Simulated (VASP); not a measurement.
All values below come from RPBE GGA, VASP's PBE PAW potentials (set 64) (plane waves; VASP).

VASP input:

**KPOINTS**
```
Automatic mesh
0
Gamma
8 8 8
0 0 0
```

**POSCAR**
```
PtAl2
1
    0.0000000000     2.9874444691     2.9874444691
    2.9874444691    -0.0000000000     2.9874444691
    2.9874444691     2.9874444691    -0.0000000000
Al Pt
2 1
Direct
  0.2500000000   0.2500000000   0.2500000000
  0.7500000000   0.7500000000   0.7500000000
  0.0000000000   0.0000000000   0.0000000000
```

**INCAR**
```
! general
SYSTEM   =  PtAl2
PREC     =  Accurate
ENCUT    =  520   ! plane-wave cut-off (eV)
LREAL    =  .FALSE.   ! projection in real space or not
LASPH    =  .TRUE.

! electronic loop
EDIFF    =  1E-6   ! SCF stop (eV)
NELM     =  100
ALGO     =  Normal   ! blocked Davidson
LMAXMIX  =  6

! smearing
ISMEAR   =  1
SIGMA    =  0.1

! functional
GGA      =  RP   ! RPBE

! ions
IBRION   =  2   ! conjugate gradients
NSW      =  60   ! most ionic steps
ISIF     =  3   ! ions, shape and volume
EDIFFG   =  -0.02

! output
LWAVE    =  .FALSE.
LCHARG   =  .FALSE.
```

POTCAR, in this order: Al Pt (PBE.64 set). Program: vasp_std.

The run wrote:

**OSZICAR**
```
       N       E                     dE             d eps       ncg     rms          rms(c)
DAV:   1     0.532274085203E+02    0.53227E+02   -0.67402E+03   712   0.113E+03
DAV:   2    -0.135909904163E+02   -0.66818E+02   -0.60687E+02   828   0.187E+02
DAV:   3    -0.155618629142E+02   -0.19709E+01   -0.19484E+01   900   0.313E+01
DAV:   4    -0.155799423998E+02   -0.18079E-01   -0.18068E-01   804   0.349E+00
DAV:   5    -0.155802104870E+02   -0.26809E-03   -0.26807E-03   896   0.456E-01    0.816E+00
DAV:   6    -0.152021032662E+02    0.37811E+00   -0.22021E+00   792   0.146E+01    0.255E+00
DAV:   7    -0.151326890143E+02    0.69414E-01   -0.18927E-01   760   0.446E+00    0.174E+00
DAV:   8    -0.151091819954E+02    0.23507E-01   -0.30552E-02   776   0.183E+00    0.265E-01
DAV:   9    -0.151094418846E+02   -0.25989E-03   -0.20564E-03   824   0.450E-01    0.168E-01
DAV:  10    -0.151097275636E+02   -0.28568E-03   -0.57933E-04   744   0.189E-01    0.203E-02
DAV:  11    -0.151097305686E+02   -0.30050E-05   -0.23012E-05   836   0.496E-02    0.976E-03
DAV:  12    -0.151097394434E+02   -0.88748E-05   -0.23741E-05   732   0.352E-02    0.345E-03
DAV:  13    -0.151097393795E+02    0.63900E-07   -0.79339E-07   620   0.956E-03
   1 F= -.15109739E+02 E0= -.15109894E+02  d E =-.151097E+02
```

### OUTCAR
```
------------------------ aborting loop because EDIFF is reached ----------------------------------------
  FORCE on cell =-STRESS in cart. coord.  units (eV):
  Direction    XX          YY          ZZ          XY          YZ          ZX
  --------------------------------------------------------------------------------------
  Total        0.0160639      0.0160639      0.0160639      0.0000000      0.0000000      0.0000000
  in kB        0.4826491      0.4826491      0.4826491      0.0000000      0.0000000      0.0000000
  external PRESSURE =       0.4826491 kB  Pullay stress =       0.0000000 kB
  volume of cell :       53.32
      direct lattice vectors                 reciprocal lattice vectors
     0.000000000  2.987444469  2.987444469    -0.167367128  0.167367128  0.167367128
     2.987444469  0.000000000  2.987444469     0.167367128 -0.167367128  0.167367128
     2.987444469  2.987444469  0.000000000     0.167367128  0.167367128 -0.167367128
 POSITION                                       TOTAL-FORCE (eV/Angst)
 -----------------------------------------------------------------------------------
      1.49372      1.49372      1.49372         0.000000     -0.000000      0.000000
      4.48117      4.48117      4.48117        -0.000000      0.000000     -0.000000
      0.00000      0.00000      0.00000         0.000000      0.000000      0.000000
 -----------------------------------------------------------------------------------
    total drift:                                0.000000     -0.000000      0.000000
  FREE ENERGIE OF THE ION-ELECTRON SYSTEM (eV)
  ---------------------------------------------------
  free  energy   TOTEN  =       -15.1097393795 eV

  energy  without entropy=      -15.1102032910  energy(sigma->0) =      -15.10989402

 reached required accuracy - stopping structural energy minimisation
```
(Selected blocks of OUTCAR.)

The compound is PtAl2 in the fluorite structure. It was relaxed first. The start is the result of an earlier pass.
